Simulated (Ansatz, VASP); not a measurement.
This is a calculation of CsSi2 for VASP 6.6.1. The cell comes from a database or a generator and needn't be the stable form of this composition.

The input INCAR:

```
SYSTEM = CsSi2
PREC     = Accurate       ! precision mode
ENCUT    = 600            ! plane-wave cutoff, eV
EDIFF    = 1E-6           ! SCF threshold, eV
ISMEAR   = -1             ! smearing method
SIGMA    = 0.05           ! smearing width, eV
LREAL    = .FALSE.        ! projectors in reciprocal space
LASPH    = .TRUE.         ! aspherical terms in the spheres
NELM     = 100            ! most SCF steps
ALGO     = Fast           ! electronic algorithm
ISIF     = 3              ! what is computed and relaxed
LWAVE    = .FALSE.        ! write WAVECAR
LCHARG   = .FALSE.        ! write CHGCAR
GGA      = PS             ! functional
IBRION   = 2              ! ionic algorithm
NSW      = 40             ! ionic steps
EDIFFG   = -0.005         ! ionic threshold
```

KPOINTS

```
regular mesh
0
G
  5 5 6
  0 0 0
```

POSCAR

```
CsSi2
1.0
    6.3715700000      0.0000000000      0.0000000000
   -3.1857800000      5.5179400000      0.0000000000
    0.0000000000      0.0000000000      4.4786600000
Cs Si
1 2
Direct
    0.0000000000      0.0000000000      0.0000000000
    0.6666700000      0.3333300000      0.2503900000
    0.6666700000      0.3333300000      0.7496100000
```

Potentials or basis: VASP PAW PBE potentials, release 64 (Cs_sv, Si).

The run is started by

```bash
$ cat potpaw_PBE.64/Cs_sv/POTCAR potpaw_PBE.64/Si/POTCAR > POTCAR
$ mpirun -np 1 vasp_std > vasp.out
```

Problem. What does the same run look like in Ansatz 0.2.0? Potentials or basis there: Ansatz PAW, cutoff 420 eV.

Solution. As run (cutoffs and basis follow the program's own potentials, and thresholds, step limits or extra output files can differ):

input.yaml

```yaml
crystal:
  lattice:
    - [6.37157, 0.0, 0.0]
    - [-3.18578, 5.51794, 0.0]
    - [0.0, 0.0, 4.47866]
  atoms:
    - { symbol: Cs, position: [0.0, 0.0, 0.0] }
    - { symbol: Si, position: [0.66667, 0.33333, 0.25039] }
    - { symbol: Si, position: [0.66667, 0.33333, 0.74961] }
hamiltonian:
  xc: pbesol
  pseudopotentials: { kind: paw }
kpoints:
  mp_grid: { grid: [5, 5, 6] }
scf:
  occupations: { method: fermi_dirac, width: 0.05 }
output:
  forces: true
  stress: true
  eigenvalues: true
  write_density: true
  write_potential: true
  elf: true
  volumetric_format: npy
relax:
  f_tol: 0.01
  max_steps: 40
  cell: { stress_tol: 0.05 }
```

Potentials or basis: Ansatz PAW.

Launch:

```console
$ ansatz run input.yaml --threads 2 --pin off --max-ram 5632MiB --backend cpu --events-out ev --progress --plain --runs-dir out
```

Both were run:

|  | VASP | Ansatz |
| --- | --- | --- |
| Relaxed volume | 48.96 Å³/atom | 48.86 Å³/atom |
| Relaxed cell | a = 6.250 Å, b = 6.250 Å, c = 4.342 Å, α = 90.00°, β = 90.00°, γ = 120.00° | a = 6.245 Å, b = 6.245 Å, c = 4.340 Å, α = 90.00°, β = 90.00°, γ = 120.00° |
| Space group after relaxing | P-6m2 (No. 187) | P-6m2 (No. 187) |
| Pressure after relaxing | 0.0 GPa | 0.0 GPa |

Ansatz's pressure holds a Pulay term of +0.01 GPa for its cutoff of 420 eV, which the other run lacks.

VASP's potentials were made for PBE. Ansatz's potentials were made for PBE.

Where Ansatz's input types no cutoff or centring, it takes its own default and a Γ-centred mesh.

Pressure is positive in compression.
